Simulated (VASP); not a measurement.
Output of a VASP run:

### OSZICAR
```
...
RMM:   6    -0.207065274655E+03   -0.58033E-04   -0.72855E-04   699   0.486E-02    0.506E-02
RMM:   7    -0.207065275489E+03   -0.83344E-06   -0.18869E-04   664   0.227E-02    0.491E-02
RMM:   8    -0.207065277572E+03   -0.20831E-05   -0.56207E-05   533   0.107E-02
  26 F= -.20706528E+03 E0= -.20706528E+03  d E =-.232015E-01  mag=     1.0000
       N       E                     dE             d eps       ncg     rms          rms(c)
DAV:   1    -0.207073419129E+03   -0.81436E-02   -0.46713E+00   656   0.345E+00    0.111E+00
RMM:   2    -0.207096707142E+03   -0.23288E-01   -0.27728E-01   660   0.832E-01    0.421E-01
RMM:   3    -0.207100496067E+03   -0.37889E-02   -0.37940E-02   705   0.324E-01    0.337E-01
RMM:   4    -0.207100838346E+03   -0.34228E-03   -0.57148E-03   725   0.128E-01    0.241E-01
RMM:   5    -0.207100736816E+03    0.10153E-03   -0.11551E-03   657   0.638E-02    0.818E-02
RMM:   6    -0.207100763616E+03   -0.26800E-04   -0.34988E-04   715   0.334E-02    0.366E-02
RMM:   7    -0.207100764468E+03   -0.85161E-06   -0.80224E-05   557   0.151E-02
  27 F= -.20710076E+03 E0= -.20710076E+03  d E =-.586884E-01  mag=     1.0000
       N       E                     dE             d eps       ncg     rms          rms(c)
DAV:   1    -0.207103622669E+03   -0.28591E-02   -0.10457E-01   672   0.517E-01    0.169E-01
RMM:   2    -0.207104117650E+03   -0.49498E-03   -0.57185E-03   656   0.120E-01    0.754E-02
RMM:   3    -0.207104208988E+03   -0.91337E-04   -0.94068E-04   720   0.486E-02    0.474E-02
RMM:   4    -0.207104214698E+03   -0.57104E-05   -0.11664E-04   576   0.193E-02    0.284E-02
RMM:   5    -0.207104215094E+03   -0.39581E-06   -0.26371E-05   427   0.936E-03
  28 F= -.20710422E+03 E0= -.20710422E+03  d E =-.345063E-02  mag=     1.0000
       N       E                     dE             d eps       ncg     rms          rms(c)
DAV:   1    -0.207104706313E+03   -0.49162E-03   -0.50359E-01   656   0.113E+00    0.363E-01
RMM:   2    -0.207107129033E+03   -0.24227E-02   -0.27702E-02   656   0.264E-01    0.162E-01
RMM:   3    -0.207107589918E+03   -0.46089E-03   -0.46208E-03   722   0.107E-01    0.104E-01
RMM:   4    -0.207107621911E+03   -0.31993E-04   -0.58869E-04   694   0.425E-02    0.627E-02
RMM:   5    -0.207107624385E+03   -0.24733E-05   -0.12311E-04   594   0.205E-02    0.258E-02
RMM:   6    -0.207107627413E+03   -0.30289E-05   -0.31798E-05   452   0.101E-02
  29 F= -.20710763E+03 E0= -.20710763E+03  d E =-.686295E-02  mag=     1.0000
       N       E                     dE             d eps       ncg     rms          rms(c)
DAV:   1    -0.207107641216E+03   -0.16832E-04   -0.18957E-02   704   0.220E-01    0.721E-02
RMM:   2    -0.207107735167E+03   -0.93950E-04   -0.10703E-03   656   0.517E-02    0.317E-02
RMM:   3    -0.207107753661E+03   -0.18494E-04   -0.18450E-04   629   0.212E-02    0.208E-02
RMM:   4    -0.207107754796E+03   -0.11352E-05   -0.22230E-05   423   0.849E-03
  30 F= -.20710775E+03 E0= -.20710775E+03  d E =-.699033E-02  mag=     1.0000
       N       E                     dE             d eps       ncg     rms          rms(c)
DAV:   1    -0.207108353852E+03   -0.60019E-03   -0.58717E-02   696   0.388E-01    0.127E-01
RMM:   2    -0.207108663081E+03   -0.30923E-03   -0.35061E-03   656   0.923E-02    0.456E-02
RMM:   3    -0.207108720773E+03   -0.57691E-04   -0.57517E-04   733   0.372E-02    0.344E-02
RMM:   4    -0.207108723483E+03   -0.27102E-05   -0.69912E-05   498   0.146E-02
  31 F= -.20710872E+03 E0= -.20710872E+03  d E =-.968687E-03  mag=     1.0000
```

File OUTCAR:
```
------------------------ aborting loop because EDIFF is reached ----------------------------------------
  FORCE on cell =-STRESS in cart. coord.  units (eV):
  Direction    XX          YY          ZZ          XY          YZ          ZX
  --------------------------------------------------------------------------------------
  Total       -5.4413813    -15.3740599    -15.1797806      0.0001133     -0.0016652     -0.0210493
  in kB       -4.5727902    -12.9199458    -12.7566786      0.0000952     -0.0013994     -0.0176893
  external PRESSURE =     -10.0831382 kB  Pullay stress =       0.0000000 kB
  volume of cell :     1906.51
      direct lattice vectors                 reciprocal lattice vectors
     0.000000000  9.841685633  9.841685633    -0.050804305  0.050804305  0.050804305
     9.841685633  0.000000000  9.841685633     0.050804305 -0.050804305  0.050804305
     9.841685633  9.841685633  0.000000000     0.050804305  0.050804305 -0.050804305
  FREE ENERGIE OF THE ION-ELECTRON SYSTEM (eV)
  ---------------------------------------------------
  free  energy   TOTEN  =      -207.1087234828 eV

  energy  without entropy=     -207.1087234827  energy(sigma->0) =     -207.10872348

 total charge

# of ion       s       p       d       tot
------------------------------------------
    1        1.382   1.943   0.012   3.337
    2        1.384   1.976   0.015   3.375
    3        1.384   1.976   0.015   3.375
    4        1.384   1.976   0.015   3.375
    5        1.383   1.977   0.015   3.376
    6        1.384   1.976   0.015   3.375
    7        1.384   1.976   0.015   3.375
    8        1.384   1.976   0.015   3.374
    9        1.383   1.977   0.015   3.376
   10        1.384   1.976   0.015   3.375
   11        1.383   1.977   0.015   3.376
   12        1.384   1.976   0.015   3.375
   13        1.383   1.977   0.015   3.376
   14        1.383   1.977   0.015   3.376
   15        1.460   1.688   0.057   3.204
   16        1.392   1.930   0.018   3.340
   17        1.384   1.976   0.015   3.375
   18        1.392   1.931   0.018   3.340
   19        1.393   1.948   0.019   3.360
   20        1.384   1.976   0.015   3.374
   21        1.384   1.976   0.015   3.375
   22        1.383   1.977   0.015   3.376
   23        1.384   1.976   0.015   3.375
   24        1.393   1.947   0.019   3.359
   25        1.392   1.931   0.017   3.340
   26        1.383   1.977   0.015   3.376
   27        1.392   1.932   0.017   3.341
   28        1.383   1.977   0.015   3.376
   29        1.775   1.020   0.093   2.887
   30        1.775   1.020   0.093   2.888
   31        1.761   1.022   0.088   2.871
   32        1.775   1.021   0.093   2.888
   33        1.774   1.021   0.091   2.886
   34        1.774   1.022   0.092   2.888
   35        1.761   1.021   0.088   2.869
   36        1.774   1.023   0.092   2.889
   37        1.771   1.051   0.096   2.918
   38        1.775   1.021   0.093   2.888
   39        1.774   1.022   0.092   2.888
   40        1.774   1.021   0.091   2.886
   41        1.774   1.023   0.092   2.889
   42        1.774   1.023   0.092   2.890
   43        1.774   1.021   0.092   2.887
   44        1.774   1.023   0.092   2.890
   45        1.775   1.020   0.093   2.888
   46        1.771   1.051   0.096   2.918
   47        1.774   1.023   0.092   2.890
   48        1.761   1.020   0.088   2.869
...
```
(Selected blocks of OUTCAR.)

File POSCAR:
```
Pb26Te28
1
   -0.0000000000     9.8416856329     9.8416856329
    9.8416856329    -0.0000000000     9.8416856329
    9.8416856329     9.8416856329    -0.0000000000
Te Pb
28 26
Direct
  0.0000000000   0.0000000000   0.0000000000
  0.0000000000   0.0000000000   0.3333330000
  0.0000000000   0.0000000000   0.6666670000
  0.0000000000   0.3333330000   0.0000000000
  0.0000000000   0.3333330000   0.3333330000
  1.0000000000   0.3333330000   0.6666670000
  0.0000000000   0.6666670000   0.0000000000
  0.0000000000   0.6666670000   0.3333330000
  1.0000000000   0.6666670000   0.6666670000
  0.3333330000   0.0000000000   0.0000000000
  0.3333330000   0.0000000000   0.3333330000
  0.3333330000   1.0000000000   0.6666670000
  0.3333330000   0.3333330000   0.0000000000
  0.3333330000   0.3333330000   0.3333330000
  0.4992080000   0.4985640000   0.5005030000
  0.3333330000   0.3333330000   0.6666670000
  0.3333330000   0.6666670000   0.0000000000
  0.3333330000   0.6666670000   0.3333330000
  0.3333330000   0.6666670000   0.6666670000
  0.6666670000   0.0000000000   0.0000000000
  0.6666670000   0.0000000000   0.3333330000
  0.6666670000   1.0000000000   0.6666670000
  0.6666670000   0.3333330000   0.0000000000
  0.6666670000   0.3333330000   0.3333330000
  0.6666670000   0.3333330000   0.6666670000
  0.6666670000   0.6666670000   0.0000000000
  0.6666670000   0.6666670000   0.3333330000
  0.6666670000   0.6666670000   0.6666670000
  0.1666670000   0.1666670000   0.1666670000
  0.1666670000   0.1666670000   0.5000000000
  0.1666670000   0.1666670000   0.8333330000
  0.1666670000   0.5000000000   0.1666670000
  0.1666670000   0.5000000000   0.5000000000
  0.1666670000   0.5000000000   0.8333330000
  0.1666670000   0.8333330000   0.1666670000
  0.1666670000   0.8333330000   0.5000000000
  0.1666670000   0.8333330000   0.8333330000
  0.5000000000   0.1666670000   0.1666670000
  0.5000000000   0.1666670000   0.5000000000
  0.5000000000   0.1666670000   0.8333330000
  0.5000000000   0.5000000000   0.1666670000
  0.5000000000   0.5000000000   0.8333330000
  0.5000000000   0.8333330000   0.1666670000
  0.5000000000   0.8333330000   0.5000000000
  0.5000000000   0.8333330000   0.8333330000
  0.8333330000   0.1666670000   0.1666670000
  0.8333330000   0.1666670000   0.5000000000
  0.8333330000   0.1666670000   0.8333330000
  0.8333330000   0.5000000000   0.1666670000
  0.8333330000   0.5000000000   0.5000000000
  0.8333330000   0.5000000000   0.8333330000
  0.8333330000   0.8333330000   0.1666670000
  0.8333330000   0.8333330000   0.5000000000
  0.8333330000   0.8333330000   0.8333330000
```

### Question
Write an INCAR and KPOINTS that could have produced this output.

### Answer
Several could match; the one computed here: the input of the run itself, PBE GGA, plane waves, VASP's PBE PAW potentials (set 64).

### INCAR
```
ALGO=Fast
EDIFF=1E-5
EDIFFG=-0.03
ENCUT=400
GGA=PE
IBRION=2
ISIF=2
ISMEAR=0
ISPIN=2
ISYM=0
LASPH=.TRUE.
LCHARG=.FALSE.
LMAXMIX=4
LORBIT=10
LREAL=Auto
LWAVE=.FALSE.
NELECT=271.0
NELM=100
NELMIN=4
NSW=60
NUPDOWN=1
PREC=Normal
SIGMA=0.05
SYSTEM=Pb26Te28
```

File KPOINTS:
```
kpoints
0
gamma
 1 1 1
0 0 0
```

POTCAR, in this order: Te Pb (PBE.64 set). Program: vasp_gam. The INCAR's line for the spin-polarised start is left out here.

The cell is charged, with a uniform compensating background. The supercell is sampled at Γ alone, which is coarse: total energies, pressure and levels can be off, energies of defects by several tenths of an eV. The run has a spin-polarised start.

The cell is a supercell with a defect, built from a database entry that may be metastable or hypothetical: Te_Pb, charge +1.
